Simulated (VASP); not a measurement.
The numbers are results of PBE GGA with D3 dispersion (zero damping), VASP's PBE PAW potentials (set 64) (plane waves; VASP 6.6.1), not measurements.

The input files of a VASP run:

### KPOINTS
```
Automatic mesh
0
Gamma
7 7 4
0 0 0
```

File POSCAR:
```
La2O3
1.0
  1.9398755216  -3.3599628752   0.0000000000
  1.9398755216   3.3599628752   0.0000000000
  0.0000000000   0.0000000000   6.0433613267
La O
2 3
Cartesian
  1.9398755216   1.1199898650   1.4856143806
  1.9398755216  -1.1199898650   4.5577469461
  0.0000000000   0.0000000000   0.0000000000
  1.9398755216   1.1199898650   3.9053651070
  1.9398755216  -1.1199898650   2.1379962197
```

INCAR:
```
! general
SYSTEM  = La2O3
PREC    = Accurate
ENCUT   = 520
LREAL   = .False.
LASPH   = .True.

! electronic loop
EDIFF   = 1E-7
NELM    = 100
ALGO    = Normal
LMAXMIX = 6

! smearing
ISMEAR  = 0
SIGMA   = 0.05

! functional
GGA     = PE
IVDW    = 11

! ions
IBRION  = 2
NSW     = 30
ISIF    = 4
EDIFFG  = -0.01

! output
LWAVE   = .False.
LCHARG  = .False.
```

POTCAR, in this order: La O (PBE.64 set). Program: vasp_std.

Output of the run:

OSZICAR:
```
       N       E                     dE             d eps       ncg     rms          rms(c)
DAV:   1     0.469472254535E+03    0.46947E+03   -0.15793E+04  1384   0.258E+03
DAV:   2     0.934195169970E+02   -0.37605E+03   -0.37061E+03  1960   0.413E+02
DAV:   3    -0.288082903912E+02   -0.12223E+03   -0.12077E+03  2520   0.221E+02
DAV:   4    -0.463789516074E+02   -0.17571E+02   -0.17561E+02  2368   0.922E+01
DAV:   5    -0.473930656872E+02   -0.10141E+01   -0.10138E+01  2560   0.261E+01    0.152E+01
DAV:   6    -0.417673816840E+02    0.56257E+01   -0.49974E+01  2096   0.443E+01    0.768E+00
DAV:   7    -0.417350961792E+02    0.32286E-01   -0.51198E+00  2528   0.245E+01    0.369E+00
DAV:   8    -0.417318557801E+02    0.32404E-02   -0.49784E-01  2432   0.644E+00    0.135E+00
DAV:   9    -0.417320152975E+02   -0.15952E-03   -0.72961E-02  2440   0.239E+00    0.394E-01
DAV:  10    -0.417341304191E+02   -0.21151E-02   -0.38392E-02  2216   0.142E+00    0.199E-01
DAV:  11    -0.417346986687E+02   -0.56825E-03   -0.11457E-02  2336   0.847E-01    0.122E-01
DAV:  12    -0.417348631564E+02   -0.16449E-03   -0.21402E-03  2176   0.356E-01    0.408E-02
DAV:  13    -0.417349229338E+02   -0.59777E-04   -0.73894E-04  2360   0.197E-01    0.235E-02
DAV:  14    -0.417349265012E+02   -0.35674E-05   -0.94638E-05  2344   0.933E-02    0.366E-03
DAV:  15    -0.417349269596E+02   -0.45833E-06   -0.70066E-06  2328   0.251E-02    0.202E-03
DAV:  16    -0.417349268745E+02    0.85109E-07   -0.96142E-07  2128   0.833E-03
   1 F= -.42719712E+02 E0= -.42719712E+02  d E =-.427197E+02
       N       E                     dE             d eps       ncg     rms          rms(c)
DAV:   1    -0.417393468973E+02   -0.44199E-02   -0.10022E+00  2248   0.121E+01    0.420E-01
DAV:   2    -0.417407733824E+02   -0.14265E-02   -0.56511E-02  2240   0.187E+00    0.257E-01
DAV:   3    -0.417397053444E+02    0.10680E-02   -0.54186E-03  2656   0.796E-01    0.124E-01
DAV:   4    -0.417394805705E+02    0.22477E-03   -0.11251E-03  2656   0.367E-01    0.511E-02
DAV:   5    -0.417394805149E+02    0.55577E-07   -0.49787E-04  2480   0.156E-01    0.248E-02
DAV:   6    -0.417394772854E+02    0.32296E-05   -0.75483E-05  2256   0.750E-02    0.122E-02
DAV:   7    -0.417394808058E+02   -0.35204E-05   -0.20169E-05  2312   0.346E-02    0.740E-03
DAV:   8    -0.417394799406E+02    0.86518E-06   -0.58857E-06  2304   0.188E-02    0.203E-03
DAV:   9    -0.417394799596E+02   -0.18999E-07   -0.11645E-06  2152   0.853E-03    0.114E-03
DAV:  10    -0.417394799522E+02    0.73969E-08   -0.69413E-08  1240   0.341E-03
   2 F= -.42723951E+02 E0= -.42723951E+02  d E =-.423910E-02
       N       E                     dE             d eps       ncg     rms          rms(c)
DAV:   1    -0.417395596497E+02   -0.79690E-04   -0.13567E-02  2264   0.143E+00    0.489E-02
DAV:   2    -0.417395769144E+02   -0.17265E-04   -0.75462E-04  2232   0.216E-01    0.296E-02
DAV:   3    -0.417395626424E+02    0.14272E-04   -0.70860E-05  2632   0.913E-02    0.142E-02
DAV:   4    -0.417395596614E+02    0.29810E-05   -0.14606E-05  2648   0.416E-02    0.582E-03
DAV:   5    -0.417395597145E+02   -0.53079E-07   -0.67161E-06  2456   0.181E-02    0.296E-03
DAV:   6    -0.417395596895E+02    0.25011E-07   -0.11979E-06  2080   0.935E-03    0.137E-03
DAV:   7    -0.417395597741E+02   -0.84608E-07   -0.14018E-07  1208   0.416E-03
   3 F= -.42723997E+02 E0= -.42723997E+02  d E =-.428460E-02
       N       E                     dE             d eps       ncg     rms          rms(c)
DAV:   1    -0.417415435991E+02   -0.19839E-02   -0.21261E-01  2048   0.749E+00    0.257E-01
DAV:   2    -0.417410683935E+02    0.47521E-03   -0.11392E-02  2368   0.112E+00    0.151E-01
DAV:   3    -0.417404523730E+02    0.61602E-03   -0.21566E-03  2632   0.569E-01    0.295E-02
DAV:   4    -0.417404547299E+02   -0.23569E-05   -0.11837E-04  2152   0.947E-02    0.186E-02
DAV:   5    -0.417404558059E+02   -0.10760E-05   -0.94622E-06  2608   0.310E-02    0.664E-03
DAV:   6    -0.417404563440E+02   -0.53806E-06   -0.14590E-06  2248   0.101E-02    0.156E-03
DAV:   7    -0.417404563642E+02   -0.20214E-07   -0.12577E-07  1368   0.424E-03
   4 F= -.42724860E+02 E0= -.42724860E+02  d E =-.863041E-03
       N       E                     dE             d eps       ncg     rms          rms(c)
DAV:   1    -0.417416327854E+02   -0.11764E-02   -0.17576E-01  2056   0.681E+00    0.234E-01
DAV:   2    -0.417412363370E+02    0.39645E-03   -0.94055E-03  2384   0.101E+00    0.138E-01
DAV:   3    -0.417407259486E+02    0.51039E-03   -0.17862E-03  2640   0.517E-01    0.269E-02
DAV:   4    -0.417407277472E+02   -0.17986E-05   -0.98705E-05  2128   0.864E-02    0.170E-02
DAV:   5    -0.417407286695E+02   -0.92233E-06   -0.80734E-06  2616   0.292E-02    0.628E-03
DAV:   6    -0.417407291464E+02   -0.47691E-06   -0.13232E-06  2248   0.942E-03    0.146E-03
DAV:   7    -0.417407291605E+02   -0.14102E-07   -0.12541E-07  1304   0.433E-03
   5 F= -.42725117E+02 E0= -.42725117E+02  d E =-.112001E-02
       N       E                     dE             d eps       ncg     rms          rms(c)
DAV:   1    -0.417405123582E+02    0.21679E-03   -0.96792E-02  1792   0.240E+00    0.512E-02
DAV:   2    -0.417410338301E+02   -0.52147E-03   -0.54049E-03  2184   0.862E-01    0.350E-02
DAV:   3    -0.417410169126E+02    0.16918E-04   -0.12534E-04  2272   0.116E-01    0.251E-02
DAV:   4    -0.417410001783E+02    0.16734E-04   -0.15094E-04  2376   0.102E-01    0.104E-02
DAV:   5    -0.417410013755E+02   -0.11972E-05   -0.23361E-05  2056   0.410E-02    0.114E-02
DAV:   6    -0.417410009367E+02    0.43885E-06   -0.20367E-06  2608   0.127E-02    0.951E-03
DAV:   7    -0.417409997879E+02    0.11488E-05   -0.19972E-05  1888   0.291E-02    0.512E-03
DAV:   8    -0.417410001242E+02   -0.33633E-06   -0.23529E-06  2264   0.146E-02    0.571E-03
DAV:   9    -0.417409996604E+02    0.46375E-06   -0.15996E-06  1944   0.881E-03    0.176E-03
DAV:  10    -0.417409996623E+02   -0.18649E-08   -0.74429E-07  1984   0.596E-03
   6 F= -.42725315E+02 E0= -.42725315E+02  d E =-.198506E-03
       N       E                     dE             d eps       ncg     rms          rms(c)
DAV:   1    -0.417404944422E+02    0.50522E-03   -0.12966E-01  1792   0.278E+00    0.595E-02
DAV:   2    -0.417411924215E+02   -0.69798E-03   -0.72342E-03  2176   0.998E-01    0.404E-02
DAV:   3    -0.417411695518E+02    0.22870E-04   -0.16827E-04  2312   0.134E-01    0.289E-02
DAV:   4    -0.417411469746E+02    0.22577E-04   -0.19868E-04  2384   0.117E-01    0.119E-02
DAV:   5    -0.417411484653E+02   -0.14907E-05   -0.30727E-05  2064   0.470E-02    0.128E-02
DAV:   6    -0.417411476629E+02    0.80238E-06   -0.33180E-06  2632   0.158E-02    0.985E-03
DAV:   7    -0.417411465891E+02    0.10738E-05   -0.22780E-05  1888   0.311E-02    0.564E-03
DAV:   8    -0.417411468686E+02   -0.27948E-06   -0.26261E-06  2240   0.158E-02    0.576E-03
DAV:   9    -0.417411463821E+02    0.48645E-06   -0.19638E-06  1984   0.983E-03    0.153E-03
DAV:  10    -0.417411464145E+02   -0.32409E-07   -0.83664E-07  1952   0.635E-03
   7 F= -.42725378E+02 E0= -.42725378E+02  d E =-.261742E-03
```

File OUTCAR:
```
------------------------ aborting loop because EDIFF is reached ----------------------------------------
 Edisp (eV)   -0.98423
  FORCE on cell =-STRESS in cart. coord.  units (eV):
  Direction    XX          YY          ZZ          XY          YZ          ZX
  --------------------------------------------------------------------------------------
  Total       1.83405     1.83405     1.83129     0.00000     0.00000    -0.00000
  in kB      37.29975    37.29975    37.24346     0.00000     0.00000    -0.00000
  external pressure =       37.28 kB  Pullay stress =        0.00 kB
  volume of cell :       78.78
      direct lattice vectors                 reciprocal lattice vectors
     1.949840806 -3.377223230  0.000000000     0.256431191 -0.148050622  0.000000000
     1.949840806  3.377223230 -0.000000000     0.256431191  0.148050622 -0.000000000
    -0.000000000  0.000000000  5.981746166     0.000000000  0.000000000  0.167175265
 POSITION                                       TOTAL-FORCE (eV/Angst)
 -----------------------------------------------------------------------------------
      1.94984      1.12574      1.45686         0.000000      0.000000      0.007773
      1.94984     -1.12574      4.52489         0.000000     -0.000000     -0.007773
      0.00000     -0.00000      0.00000        -0.000000      0.000000      0.000000
      1.94984      1.12574      3.87252        -0.000000     -0.000000     -0.000619
      1.94984     -1.12574      2.10923        -0.000000      0.000000      0.000619
 -----------------------------------------------------------------------------------
    total drift:                                0.000000     -0.000000      0.000000
  FREE ENERGIE OF THE ION-ELECTRON SYSTEM (eV)
  ---------------------------------------------------
  free  energy   TOTEN  =       -42.7253783659 eV

  energy  without entropy=      -42.7253783659  energy(sigma->0) =      -42.72537837

 reached required accuracy - stopping structural energy minimisation
```
(Selected blocks of OUTCAR.)

### CONTCAR
```
La2O3
   1.00000000000000
     1.9498408064253632   -3.3772232295578428    0.0000000000000000
     1.9498408064253632    3.3772232295578428   -0.0000000000000000
    -0.0000000000000000    0.0000000000000000    5.9817461657729138
  La              O
     2     3
Direct
     0.3333330000000032    0.6666669999999968    0.2435501972649925
     0.6666669999999968    0.3333330000000032    0.7564498027350076
     0.0000000000000000    0.0000000000000000    0.0000000000000000
     0.3333330000000032    0.6666669999999968    0.6473889574921501
     0.6666669999999968    0.3333330000000032    0.3526110425078500
```

The compound is La2O3 in the a-type structure. This cell is one point of a volume scan, at 0.97 of the reference volume. Symmetry was kept, so distortions that lower it aren't found.
